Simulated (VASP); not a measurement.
Data:

```xyz
6
Lattice="1.6663 -5.2109 0.0000 1.6663 5.2109 0.0000 0.0000 0.0000 3.2824" Properties=species:S:1:pos:R:3 pbc="T T T"
Na     1.6663     1.6566     0.8206
Na     1.6663    -1.6566     2.4618
H      1.6663     4.8767     0.8206
H      1.6663    -4.8767     2.4618
O      1.6663    -3.8969     2.4618
O      1.6663     3.8969     0.8206
```

Level of theory: LDA (Ceperley-Alder, Perdew-Zunger), VASP's LDA PAW potentials (set 64) (plane waves; VASP). Settings: 520 eV cut-off, 9×9×9 Γ-centred mesh, Gaussian smearing of 0.010 eV, potentials Na_pv H O.

The job: NaHO (space group Cmcm), 6 atoms, LDA, optics run with many empty bands, 520 eV, 9×9×9 Γ-centred mesh. Roughly how much core time does it take on a busy server core?

About 8 core-minutes (one run on a shared machine, a rough figure). It had 125 irreducible k-points, 54 bands, up to 1550 plane waves and 14 electronic steps.

The structure comes from a computed database's NaHO entry (Cmcm); how it stands against other phases isn't given here. It was relaxed first, which changed the volume by -7 %.
